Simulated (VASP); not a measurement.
Output of a VASP run:

**OUTCAR**
```
 ion  position               nearest neighbor table
   1  0.500  0.500  0.500-   2 2.81   2 2.81   2 2.81   2 2.81   2 2.81   2 2.81   2 2.81   2 2.81
  LATTYP: Found a simple tetragonal cell.
 ALAT       =     2.7761780000
 C/A-ratio  =     1.4467382855
 Subroutine PRICEL returns:
 Original cell was already a primitive cell.
 Subroutine GETGRP returns: Found 16 space group operations
The static configuration has the point symmetry D_4h.
The dynamic configuration has the point symmetry D_4h.
 Subroutine INISYM returns: Found 16 space group operations
 Subroutine IBZKPT returns following result:
 Found    140 irreducible k-points:

 Following reciprocal coordinates:
            Coordinates               Weight
  0.000000  0.000000  0.000000      1.000000
  0.083333  0.000000  0.000000      4.000000
  0.166667  0.000000  0.000000      4.000000
  0.250000  0.000000  0.000000      4.000000
  0.333333  0.000000  0.000000      4.000000
  0.416667  0.000000  0.000000      4.000000
  0.500000  0.000000  0.000000      2.000000
  0.083333  0.083333  0.000000      4.000000
  0.166667  0.083333  0.000000      8.000000
  0.250000  0.083333  0.000000      8.000000
  0.333333  0.083333  0.000000      8.000000
  0.416667  0.083333  0.000000      8.000000
  0.500000  0.083333  0.000000      4.000000
  0.166667  0.166667  0.000000      4.000000
  0.250000  0.166667  0.000000      8.000000
  0.333333  0.166667  0.000000      8.000000
  0.416667  0.166667  0.000000      8.000000
  0.500000  0.166667  0.000000      4.000000
  0.250000  0.250000  0.000000      4.000000
  0.333333  0.250000  0.000000      8.000000
  0.416667  0.250000  0.000000      8.000000
  0.500000  0.250000  0.000000      4.000000
  0.333333  0.333333  0.000000      4.000000
  0.416667  0.333333  0.000000      8.000000
  0.500000  0.333333  0.000000      4.000000
  0.416667  0.416667  0.000000      4.000000
  0.500000  0.416667  0.000000      4.000000
  0.500000  0.500000  0.000000      1.000000
  0.000000  0.000000  0.125000      2.000000
  0.083333  0.000000  0.125000      8.000000
  0.166667  0.000000  0.125000      8.000000
  0.250000  0.000000  0.125000      8.000000
  0.333333  0.000000  0.125000      8.000000
  0.416667  0.000000  0.125000      8.000000
  0.500000  0.000000  0.125000      4.000000
  0.083333  0.083333  0.125000      8.000000
  0.166667  0.083333  0.125000     16.000000
  0.250000  0.083333  0.125000     16.000000
  0.333333  0.083333  0.125000     16.000000
  0.416667  0.083333  0.125000     16.000000
   k-points           NKPTS =    140   k-points in BZ     NKDIM =    140   number of bands    NBANDS=     11
   number of dos      NEDOS =    301   number of ions     NIONS =      2
   total plane-waves  NPLWV =   6144
   dimension x,y,z NGX =    16 NGY =   16 NGZ =   24
   dimension x,y,z NGXF=    32 NGYF=   32 NGZF=   48
   ions per type =               1   1
   PREC   = accura    normal or accurate (medium, high low for compatibility)
   ISTART =      0    job   : 0-new  1-cont  2-samecut
   ICHARG =      2    charge: 1-file 2-atom 10-const
   ISPIN  =      1    spin polarized calculation?
   LNONCOLLINEAR =      F non collinear calculations
   LSORBIT =      F    spin-orbit coupling
   INIWAV =      1    electr: 0-lowe 1-rand  2-diag
   ENCUT  =  300.0 eV  22.05 Ry    4.70 a.u.   3.92  3.92  5.67*2*pi/ulx,y,z
   NELM   =    100;   NELMIN=  2; NELMDL= -5     # of ELM steps
   EDIFF  = 0.1E-05   stopping-criterion for ELM
   LREAL  =      F    real-space projection
   NLSPLINE    = F    spline interpolate recip. space projectors
   LMAXMIX     =    4 max onsite mixed and CHGCAR
   VOSKOWN=      0    Vosko Wilk Nusair interpolation
   EDIFFG = 0.1E-04   stopping-criterion for IOM
   NSW    =      0    number of steps for IOM
   NBLOCK =      1;   KBLOCK =      1    inner block; outer block
   IBRION =     -1    ionic relax: 0-MD 1-quasi-New 2-CG
...
```

**OSZICAR**
```
       N       E                     dE             d eps       ncg     rms          rms(c)
DAV:   1     0.765221002475E+02    0.76522E+02   -0.58512E+03  3137   0.959E+02
DAV:   2    -0.540592658241E+01   -0.81928E+02   -0.79696E+02  3217   0.282E+02
DAV:   3    -0.134256204894E+02   -0.80197E+01   -0.78194E+01  5531   0.785E+01
DAV:   4    -0.139003071949E+02   -0.47469E+00   -0.47221E+00  3892   0.155E+01
DAV:   5    -0.139173888400E+02   -0.17082E-01   -0.17069E-01  4431   0.282E+00    0.100E+01
DAV:   6    -0.125198278234E+02    0.13976E+01   -0.11571E+01  3753   0.373E+01    0.332E+00
DAV:   7    -0.123859281842E+02    0.13390E+00   -0.99388E-01  3576   0.104E+01    0.196E+00
DAV:   8    -0.123761351662E+02    0.97930E-02   -0.11336E-01  3478   0.370E+00    0.423E-01
DAV:   9    -0.123750141376E+02    0.11210E-02   -0.19135E-02  3774   0.184E+00    0.191E-01
DAV:  10    -0.123749413500E+02    0.72788E-04   -0.10463E-03  3674   0.343E-01    0.526E-02
DAV:  11    -0.123749276180E+02    0.13732E-04   -0.23609E-04  4074   0.177E-01    0.330E-02
DAV:  12    -0.123749256402E+02    0.19778E-05   -0.17014E-05  3593   0.432E-02    0.475E-03
DAV:  13    -0.123749257185E+02   -0.78282E-07   -0.49511E-07  1989   0.668E-03
   1 F= -.12374926E+02 E0= -.12346661E+02  d E =-.565293E-01
```

File OUTCAR:
```
------------------------ aborting loop because EDIFF is reached ----------------------------------------
  FORCE on cell =-STRESS in cart. coord.  units (eV):
  Direction    XX          YY          ZZ          XY          YZ          ZX
  --------------------------------------------------------------------------------------
  Total        1.1769894      1.1769894      1.0447351      0.0000000     -0.0000000      0.0000000
  in kB       60.9187872     60.9187872     54.0735467      0.0000000     -0.0000000      0.0000000
  external PRESSURE =      58.6370404 kB  Pullay stress =       0.0000000 kB
  volume of cell :       30.96
      direct lattice vectors                 reciprocal lattice vectors
     2.776178000  0.000000000  0.000000000     0.360207451  0.000000000  0.000000000
     0.000000000  2.776178000  0.000000000     0.000000000  0.360207451  0.000000000
     0.000000000  0.000000000  4.016403000     0.000000000  0.000000000  0.248978999
 POSITION                                       TOTAL-FORCE (eV/Angst)
 -----------------------------------------------------------------------------------
      1.38809      1.38809      2.00820         0.000000      0.000000      0.000000
      0.00000      0.00000      0.00000         0.000000      0.000000      0.000000
 -----------------------------------------------------------------------------------
    total drift:                                0.000000      0.000000      0.000000
  FREE ENERGIE OF THE ION-ELECTRON SYSTEM (eV)
  ---------------------------------------------------
  free  energy   TOTEN  =       -12.3749257185 eV

  energy  without entropy=      -12.3183963837  energy(sigma->0) =      -12.34666105
```
(Selected blocks of OUTCAR.)

### POSCAR
```
TiAl
1
    2.7761780000     0.0000000000     0.0000000000
    0.0000000000     2.7761780000     0.0000000000
    0.0000000000     0.0000000000     4.0164030000
Ti Al
1 1
Direct
  0.5000000000   0.5000000000   0.5000000000
  0.0000000000   0.0000000000   0.0000000000
```

Problem. Reconstruct the remaining input files.

Solution. One answer among several that fit: the input of the run itself, PBE GGA, plane waves, VASP's PBE PAW potentials (set 64).

INCAR:
```
SYSTEM = TiAl
PREC = Accurate; ENCUT = 300; LREAL = .False.
LASPH = .True.
EDIFF = 1E-6; NELM = 100; ALGO = Normal
LMAXMIX = 4
ISMEAR = -1; SIGMA = 0.1
GGA = PE
ISIF = 2
LWAVE = .False.; LCHARG = .False.
```

### KPOINTS
```
Regular mesh
0
Gamma
  12 12 8
```

POTCAR, in this order: Ti_sv Al (PBE.64 set). Program: vasp_std.

At this cut-off the stress carries a Pulay error, which pulls relaxed volumes low.

The structure comes from a computed database's TiAl entry; how it stands against other phases isn't given here. The cell was not relaxed at this level. The electron count is odd and the run is not spin-polarised, which forces a metal.
